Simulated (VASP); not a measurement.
Here is the system:

```
PtS2
1.0
    1.73202    -2.99994     0.00000
    1.73202     2.99994     0.00000
    0.00000     0.00000     6.46275
Pt S
1 2
Direct
  0.00000   0.00000   0.00000
  0.33333   0.66667   0.18312
  0.66667   0.33333   0.81688
```

These are AM05 GGA, VASP's PBE PAW potentials (set 64) (plane waves; VASP) values and carry that method's errors. Run with 520 eV cut-off, 7×7×4 Γ-centred mesh, Gaussian smearing of 0.050 eV, potentials Pt S.

Without a dispersion term in the relaxation, distances and binding between the weakly bound layers, chains or molecules are unreliable, and so is what depends on them.

Question: The ions and cell shape at fixed volume are relaxed. Give the cell that the relaxation ends in.

Answer: 
```
PtS2
1.0
    1.76645    -3.05959     0.00000
    1.76645     3.05959     0.00000
    0.00000     0.00000     6.21323
Pt S
1 2
Cartesian
  0.00000   0.00000   0.00000
  1.76645   1.01986   1.20857
  1.76645  -1.01986   5.00465
```
Space group P-3m1 (164), at a tolerance of 0.03 Å.

Question: How much energy does the relaxation gain?

Answer: The energy (σ→0) changes by -31.5 meV/atom, in 6 ionic steps.

```
step  E(σ→0) (eV)  max force (eV/Å)  pressure (GPa)  volume (Å³)
----  -----------  ----------------  --------------  -----------
1        -16.1571             0.983            7.85        67.16
2        -16.2330             0.303            3.33        67.16
3        -16.2462             0.127            0.46        67.16
4        -16.2462             0.099            0.65        67.16
5        -16.2506             0.039            0.43        67.16
6        -16.2517             0.006            0.25        67.16
```

The compound is PtS2 in the 1T layered structure. This cell is one point of a volume scan, at 0.94 of the reference volume. Symmetry was kept, so distortions that lower it aren't found.
